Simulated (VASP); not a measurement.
An input for Quantum ESPRESSO's pw.x (written as the equivalent of a VASP run, and not itself run):

```
&CONTROL
  calculation = 'scf'
  pseudo_dir = './pseudo'
  outdir = './out'
  tprnfor = .true.
  tstress = .true.
/
&SYSTEM
  ibrav = 0
  nat = 4
  ntyp = 2
  ecutwfc = 84
  occupations = 'smearing'
  smearing = 'fermi-dirac'
  degauss = 0.00735
  input_dft = 'pbesol'
/
&ELECTRONS
  conv_thr = 7.3e-08
  electron_maxstep = 100
/
ATOMIC_SPECIES
  Ti 47.867 Ti.upf
  Pd 106.420 Pd.upf
CELL_PARAMETERS angstrom
     3.8200000    0.0000000    0.0000000
     0.0000000    3.8200000    0.0000000
     0.0000000    0.0000000    3.8200000
ATOMIC_POSITIONS crystal
  Ti   0.0000000  0.0000000  0.0000000
  Pd   0.0000000  0.5000000  0.5000000
  Pd   0.5000000  0.0000000  0.5000000
  Pd   0.5000000  0.5000000  0.0000000
K_POINTS automatic
  6 6 6 0 0 0
```

Write the VASP files for the same calculation (PBEsol).

This is not unique; one that fits is 
### INCAR
```
# general
SYSTEM  = TiPd3
PREC    = Accurate
ENCUT   = 300   # plane-wave cut-off (eV)
LREAL   = F   # projection in real space or not
LASPH   = T   # aspherical one-centre terms

# electronic loop
EDIFF   = 1E-6   # SCF stop (eV)
NELM    = 100   # most electronic steps
ALGO    = Normal   # blocked Davidson
LMAXMIX = 4   # l cut-off of mixed one-centre charges

# smearing
ISMEAR  = -1
SIGMA   = 0.1

# functional
GGA     = PS   # PBEsol

# ions
ISIF    = 2   # forces and stress, cell fixed

# output
LWAVE   = F
LCHARG  = F
```

### KPOINTS
```
Automatic mesh
0
Gamma
6 6 6
0 0 0
```

**POSCAR**
```
TiPd3
1
    3.8200000000     0.0000000000     0.0000000000
    0.0000000000     3.8200000000     0.0000000000
    0.0000000000     0.0000000000     3.8200000000
Ti Pd
1 3
Direct
  0.0000000000   0.0000000000   0.0000000000
  0.0000000000   0.5000000000   0.5000000000
  0.5000000000   0.0000000000   0.5000000000
  0.5000000000   0.5000000000   0.0000000000
```

POTCAR, in this order: Ti_sv Pd (PBE.64 set). Program: vasp_std.

Limits of the translation: the potentials are each code's own (VASP's PAW set, PseudoDojo norm-conserving files in pw.x), so ENCUT and ecutwfc are chosen apart and not converted; conv_thr bounds pw.x's estimated SCF error, while EDIFF bounds the energy change between steps.

The structure comes from a measured TiPd3 entry of the Crystallography Open Database, whose conditions weren't checked. The cell was not relaxed at this level.
